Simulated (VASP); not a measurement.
These are PBEsol GGA, VASP's PBE PAW potentials (set 64) (plane waves; VASP) values and carry that method's errors.

A VASP calculation is set up with these files.

### POSCAR
```
BaGaGeH
1
    4.3297887029     0.0000000000     0.0000000000
   -2.1648943515     3.7497071462    -0.0000000000
    0.0000000000    -0.0000000000     5.0475041722
Ba Ga Ge H
1 1 1 1
Direct
  0.3333330000   0.6666670000   0.0007842918
  0.0000000000   0.0000000000   0.5441049567
  0.6666670000   0.3333330000   0.4489753186
  0.0000000000   0.0000000000   0.8860254330
```

### KPOINTS
```
Automatic mesh
0
Gamma
  13 13 10
```

INCAR:
```
! general
SYSTEM  = BaGaGeH
PREC    = Accurate
ENCUT   = 400   ! plane-wave cut-off (eV)
LREAL   = .FALSE.   ! projection in real space or not
LASPH   = .TRUE.   ! aspherical one-centre terms
NBANDS  = 69

! electronic loop
EDIFF   = 1E-7
NELM    = 100
ALGO    = Normal   ! blocked Davidson
LMAXMIX = 4

! smearing
ISMEAR  = 0   ! Gaussian
SIGMA   = 0.01

! functional
GGA     = PS   ! PBEsol

! output
LWAVE   = .FALSE.
LCHARG  = .FALSE.
NEDOS   = 1001   ! DOS grid

! other
LOPTICS = .TRUE.
CSHIFT  = 0.1
```

POTCAR, in this order: Ba_sv Ga_d Ge_d H (PBE.64 set). Program: vasp_std.

Output

### OSZICAR
```
       N       E                     dE             d eps       ncg     rms          rms(c)
DAV:   1     0.322219640024E+03    0.32222E+03   -0.10636E+04 37854   0.894E+02
DAV:   2     0.341703145659E+02   -0.28805E+03   -0.25231E+03 25404   0.340E+02
DAV:   3    -0.144286444412E+02   -0.48599E+02   -0.47582E+02 29200   0.689E+01
DAV:   4    -0.163431847908E+02   -0.19145E+01   -0.18995E+01 33563   0.142E+01
DAV:   5    -0.163757652153E+02   -0.32580E-01   -0.32548E-01 29752   0.170E+00    0.586E+00
DAV:   6    -0.159521851280E+02    0.42358E+00   -0.14905E-01 35472   0.391E+00    0.319E+00
DAV:   7    -0.158479171146E+02    0.10427E+00   -0.12671E-01 32768   0.145E+00    0.719E-01
DAV:   8    -0.158490900829E+02   -0.11730E-02   -0.38388E-02 29189   0.598E-01    0.262E-01
DAV:   9    -0.158489426131E+02    0.14747E-03   -0.94670E-04 31120   0.111E-01    0.545E-02
DAV:  10    -0.158489885245E+02   -0.45911E-04   -0.13413E-04 30143   0.312E-02    0.209E-02
DAV:  11    -0.158489969809E+02   -0.84564E-05   -0.79059E-06 30832   0.827E-03    0.516E-03
DAV:  12    -0.158489976953E+02   -0.71437E-06   -0.67680E-07 30326   0.381E-03    0.144E-03
DAV:  13    -0.158489976384E+02    0.56918E-07   -0.62371E-08 21758   0.109E-03
   1 F= -.15848998E+02 E0= -.15848998E+02  d E =-.149057E-32
 imaginary and real dielectric function
```

### OUTCAR
```
------------------------ aborting loop because EDIFF is reached ----------------------------------------
  FORCE on cell =-STRESS in cart. coord.  units (eV):
  Direction    XX          YY          ZZ          XY          YZ          ZX
  --------------------------------------------------------------------------------------
  Total       -0.2103059     -0.2103059      0.2877153      0.0000000     -0.0000000      0.0000000
  in kB       -4.1116981     -4.1116984      5.6251339      0.0000000     -0.0000000      0.0000000
  external PRESSURE =      -0.8660875 kB  Pullay stress =       0.0000000 kB
  volume of cell :       81.95
      direct lattice vectors                 reciprocal lattice vectors
     4.329788703  0.000000000  0.000000000     0.230958153  0.133343747  0.000000000
    -2.164894352  3.749707146  0.000000000     0.000000000  0.266687493  0.000000000
     0.000000000  0.000000000  5.047504172     0.000000000  0.000000000  0.198117716
 POSITION                                       TOTAL-FORCE (eV/Angst)
 -----------------------------------------------------------------------------------
     -0.00000      2.49981      0.00396         0.000000     -0.000000     -0.029128
      0.00000      0.00000      2.74637        -0.000000      0.000000      0.024638
      2.16490      1.24990      2.26620         0.000000      0.000000     -0.022624
      0.00000      0.00000      4.47222        -0.000000      0.000000      0.027114
 -----------------------------------------------------------------------------------
    total drift:                               -0.000089      0.000048     -0.001083
  FREE ENERGIE OF THE ION-ELECTRON SYSTEM (eV)
  ---------------------------------------------------
  free  energy   TOTEN  =       -15.8489976384 eV

  energy  without entropy=      -15.8489976384  energy(sigma->0) =      -15.84899764

 plasma frequency squared (from intraband transitions) (eV^2)
  --------------------------------------------------------------------------------------
       0.000      -0.000       0.000
      -0.000       0.000       0.000
       0.000      -0.000       0.000

 plasma frequency squared (from interband transitions, int dw w eps(2)(w)) (eV^2)
  --------------------------------------------------------------------------------------
     351.876       0.000      -0.000       0.000       0.000      -0.000
      -0.000      -0.000     351.876       0.000       0.000       0.000
       0.000       0.000       0.000      -0.000     351.972       0.000
```
(Selected blocks of OUTCAR.)

The dielectric response may not be converged in the k-mesh; for small gaps it tends to come out too large.

The structure comes from a computed database's BaGaGeH entry (P3m1); how it stands against other phases isn't given here. It was relaxed first, which changed the volume by -6 %.
